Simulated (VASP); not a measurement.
An input for Quantum ESPRESSO's pw.x (written as the equivalent of a VASP run, and not itself run):

```
&CONTROL
  calculation = 'scf'
  pseudo_dir = './pseudo'
  outdir = './out'
  tprnfor = .true.
  tstress = .true.
/
&SYSTEM
  ibrav = 0
  nat = 5
  ntyp = 3
  ecutwfc = 84
  occupations = 'smearing'
  smearing = 'gaussian'
  degauss = 0.003675
  input_dft = 'vdw-df2-b86r'
/
&ELECTRONS
  conv_thr = 7.3e-09
  electron_maxstep = 100
/
ATOMIC_SPECIES
  Sr 87.620 Sr.upf
  Ti 47.867 Ti.upf
  O 15.999 O.upf
CELL_PARAMETERS angstrom
     3.8369880    0.0000000    0.0000000
     0.0000000    3.8369880    0.0000000
     0.0000000    0.0000000    3.8369880
ATOMIC_POSITIONS crystal
  Sr   0.0000000  0.0000000  0.0000000
  Ti   0.5000000  0.5000000  0.5000000
  O    0.5000000  0.0000000  0.5000000
  O    0.0000000  0.5000000  0.5000000
  O    0.5000000  0.5000000  0.0000000
K_POINTS automatic
  6 6 6 0 0 0
```

Translate this input to VASP (INCAR, KPOINTS, POSCAR, choice of POTCAR).

One answer among several that fit: 
File KPOINTS:
```
K-points
0
gamma
6 6 6
0 0 0
```

**POSCAR**
```
SrTiO3
7.6739760
  0.5000000056   0.0000000000   0.0000000000
  0.0000000000   0.5000000056   0.0000000000
  0.0000000000   0.0000000000   0.5000000056
Sr Ti O
1 1 3
Cartesian
  0.0000000000   0.0000000000   0.0000000000
  0.2500000028   0.2500000028   0.2500000028
  0.2500000028   0.0000000000   0.2500000028
  0.0000000000   0.2500000028   0.2500000028
  0.2500000028   0.2500000028   0.0000000000
```

**INCAR**
```
# general
SYSTEM  =SrTiO3
PREC    =Accurate
ENCUT   =520   # plane-wave cut-off (eV)
LREAL   =.False.
LASPH   =.True.

# electronic loop
EDIFF   =1E-7   # SCF stop (eV)
NELM    =100   # most electronic steps
ALGO    =Normal
LMAXMIX =4

# smearing
ISMEAR  =0
SIGMA   =0.05

# functional
GGA     =MK
LUSE_VDW=.True.
AGGAC   =0.0
PARAM1  =0.1234568
PARAM2  =0.7114
ZAB_VDW =-1.8867

# ions
ISIF    =2

# output
LWAVE   =.False.
LCHARG  =.False.
```

POTCAR, in this order: Sr_sv Ti_sv O (PBE.64 set). Program: vasp_std.

What does not carry over: the potentials are each code's own (VASP's PAW set, PseudoDojo norm-conserving files in pw.x), so ENCUT and ecutwfc are chosen apart and not converted; conv_thr bounds pw.x's estimated SCF error, while EDIFF bounds the energy change between steps.

The compound is SrTiO3 in the cubic perovskite structure, the ideal cubic form; the compound distorts at low or room temperature. This cell is one point of a volume scan, at 0.94 of the reference volume.
